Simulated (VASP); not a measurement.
Level of theory: LDA (Ceperley-Alder, Perdew-Zunger), VASP's LDA PAW potentials (set 64) (plane waves; VASP).

The input files of a VASP run:

KPOINTS:
```
Automatic mesh
0
Gamma
1 1 1
0 0 0
```

File POSCAR:
```
MgC2
1
    3.9124570000     0.0000000000     0.0000000000
    0.0000000000     3.9124570000     0.0000000000
    0.0000000000     0.0000000000     4.9387150000
Mg C
2 4
Direct
  0.5000000000   0.5000000000   0.0000000000
  0.0000000000   0.0000000000   0.5000000000
  0.8876600000   0.8876600000   0.0000000000
  0.1123400000   0.1123400000   0.0000000000
  0.6123400000   0.3876600000   0.5000000000
  0.3876600000   0.6123400000   0.5000000000
```

**INCAR**
```
SYSTEM = MgC2
PREC = Accurate; ENCUT = 240; LREAL = F
LASPH = T
EDIFF = 1E-6; NELM = 100; ALGO = Normal
ISMEAR = 1; SIGMA = 0.272
ISIF = 2
LWAVE = F; LCHARG = F
```

POTCAR, in this order: Mg C (LDA.64 set). Program: vasp_std.

Problem. What will the output report for the number of irreducible k-points (NKPTS), largest plane-wave count, number of space-group operations, FFT grid (NGX, NGY, NGZ)?

Solution. 
```yaml
number of irreducible k-points (NKPTS): 1
largest_plane_wave_count: 617
number_of_space_group_operations: 16
FFT grid (NGX, NGY, NGZ): 20 × 20 × 28
```

The structure comes from a computed database's MgC2 entry; how it stands against other phases isn't given here. The cell was not relaxed at this level. The k-mesh is coarse (spacing up to 1.61 per Å, 2π included), so the numbers may not be converged in it. The run is one of a series of settings (ENCUT = 240, ISMEAR = 1, SIGMA = 0.272, KPOINTS 1×1×1 Γ-centred mesh against the base run), some of them coarse on purpose.
